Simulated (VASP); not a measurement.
TiTe2:

```
Ti Te
1.0
     3.77700    0.00000    0.00000
    -1.88850    3.27098    0.00000
     0.00000    0.00000    6.49800
Ti Te
1 2
Cartesian
  0.0000 0.0000 0.0000
  1.8885 1.0903 1.7077
  0.0000 2.1807 4.7903
```

* Program: VASP 6.6.1
* Task: relaxation of cell and atoms
* Functional: PBE
* Dispersion: D3(BJ)
* Potentials or basis: VASP PAW PBE potentials, release 64 (Ti_sv, Te)
* Cutoff: 600 eV
* k mesh: 9 × 9 × 4
* Occupations: gaussian, width 0.03 eV
* Spin: no spin polarisation

At the start: pressure -2.1 GPa; volume 26.76 Å³/atom.

Task: How do energy, volume and symmetry change on relaxing?

Result: Over 15 steps the energy falls by 12.4 meV/atom and the volume is 25.11 Å³/atom (-6.2 %); space group P-3m1 (No. 164, to 0.05 Å).

The path:
```tsv
step	energy change (eV)	largest force (eV/Å)	pressure (GPa)	volume (Å³)
1	0.0000	0.0326	-2.06	80.28
2	-0.0148	0.4557	1.15	76.34
3	-0.0186	0.3204	0.09	77.53
4	-0.0274	0.2282	0.06	76.90
5	-0.0324	0.0865	0.05	76.10
6	-0.0325	0.0636	0.05	75.96
7	-0.0348	0.0240	-0.14	75.95
8	-0.0363	0.0264	-0.37	75.93
9	-0.0367	0.0596	0.28	75.15
10	-0.0370	0.0254	0.02	75.46
11	-0.0370	0.0240	0.01	75.47
12	-0.0370	0.0230	0.01	75.48
13	-0.0371	0.0146	-0.02	75.42
14	-0.0371	0.0108	0.00	75.27
15	-0.0371	0.0008	0.02	75.33
```

Final structure:
```
Ti Te
1.0
     3.70193    0.00000    0.00000
    -1.85097    3.20597    0.00000
     0.00000    0.00000    6.34700
Ti Te
1 2
Cartesian
  0.0000 0.0000 0.0000
  1.8510 1.0687 1.7270
  0.0000 2.1373 4.6200
```
